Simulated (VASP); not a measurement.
```
CELL_PARAMETERS angstrom
      0.00000     2.75000     2.75000
      2.75000     0.00000     2.75000
      2.75000     2.75000     0.00000
ATOMIC_POSITIONS crystal
  Li 0.00000 0.00000 0.00000
  Br 0.50000 0.50000 0.50000
```

These are PBE GGA, VASP's PBE PAW potentials (set 64) (plane waves; VASP 6.6.1) values and carry that method's errors. Settings: 800 eV cut-off, 8×8×8 Γ-centred mesh, Gaussian smearing of 0.050 eV, potentials Li_sv Br.

What does the run give for the energy per atom (σ→0), band gap (on the k-mesh) with the smallest direct gap where there is one?

| Property | Result |
|---|---|
| band gap (on the k-mesh) | 4.94 eV |
| smallest direct gap (on the k-mesh) | 4.94 eV |
| energy per atom (σ→0) | -3321 meV/atom |

Total energies compare only between runs with the same potentials, cut-off and functional.

The compound is LiBr in the rock salt structure. The cell was not relaxed at this level. The run is one of a series of settings (ENCUT = 800 against the base run), some of them coarse on purpose.
